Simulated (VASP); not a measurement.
The input files of a VASP run:

File POSCAR:
```
FeO
1
    2.1650000000     4.3300000000     2.1650000000
    4.3300000000     2.1650000000     2.1650000000
    2.1650000000     2.1650000000     4.3300000000
Fe O
2 2
Direct
  0.0000000000   0.0000000000   0.0000000000
  0.5000000000   0.5000000000   0.5000000000
  0.2500000000   0.2500000000   0.2500000000
  0.7500000000   0.7500000000   0.7500000000
```

### KPOINTS
```
Automatic mesh
0
Gamma
6 6 6
0 0 0
```

### INCAR
```
SYSTEM = FeO
PREC = Accurate
ENCUT = 520
EDIFF = 1E-6
NELM = 100
ALGO = Normal
LREAL = .FALSE.
LASPH = .TRUE.
ISMEAR = 0
SIGMA = 0.05
GGA = PE
LMAXMIX = 4
ISPIN = 2
MAGMOM = 4.0 -4.0 0.0 0.0
LORBIT = 10
LWAVE = .FALSE.
LCHARG = .FALSE.
ISIF = 2
```

POTCAR, in this order: Fe O (PBE.64 set). Program: vasp_std.

What VASP printed:

### standard output
```
 -----------------------------------------------------------------------------
|                                                                             |
|     EEEEEEE  RRRRRR   RRRRRR   OOOOOOO  RRRRRR      ###     ###     ###     |
|     E        R     R  R     R  O     O  R     R     ###     ###     ###     |
|     E        R     R  R     R  O     O  R     R     ###     ###     ###     |
|     EEEEE    RRRRRR   RRRRRR   O     O  RRRRRR       #       #       #      |
|     E        R   R    R   R    O     O  R   R                               |
|     E        R    R   R    R   O     O  R    R      ###     ###     ###     |
|     EEEEEEE  R     R  R     R  OOOOOOO  R     R     ###     ###     ###     |
|                                                                             |
|     ERROR: the triple product of the basis vectors is negative exchange     |
|     two basis vectors                                                       |
|                                                                             |
|       ---->  I REFUSE TO CONTINUE WITH THIS SICK JOB ... BYE!!! <----       |
|                                                                             |
 -----------------------------------------------------------------------------
```

Question: Read input and log: which fault does this run have?
(A) ENCUT is too low for a cell relaxation, so Pulay stress biases the volume
(B) POTCAR lists the elements in another order than POSCAR
(C) fractional coordinates stand under the word Cartesian
(D) the lattice vectors form a left-handed set

Answer: D, the lattice vectors form a left-handed set. VASP stops with an error: ERROR: the triple product of the basis vectors is negative exchange two basis vectors ----> I REFUSE TO CONTINUE WITH THIS SICK JOB ... BYE!!! <----

To mend it, correct POSCAR.
### POSCAR
```
FeO
1
    4.3300000000     2.1650000000     2.1650000000
    2.1650000000     4.3300000000     2.1650000000
    2.1650000000     2.1650000000     4.3300000000
Fe O
2 2
Direct
  0.0000000000   0.0000000000   0.0000000000
  0.5000000000   0.5000000000   0.5000000000
  0.2500000000   0.2500000000   0.2500000000
  0.7500000000   0.7500000000   0.7500000000
```
The mended run (PBE GGA, plane waves, VASP's PBE PAW potentials (set 64)) converges, and its OSZICAR ends with
```
   1 F= -.29801012E+02 E0= -.29798790E+02  d E =-.444447E-02  mag=    -0.0000
```

The compound is FeO in the rock salt, AFM-II order structure. The cell was not relaxed at this level.
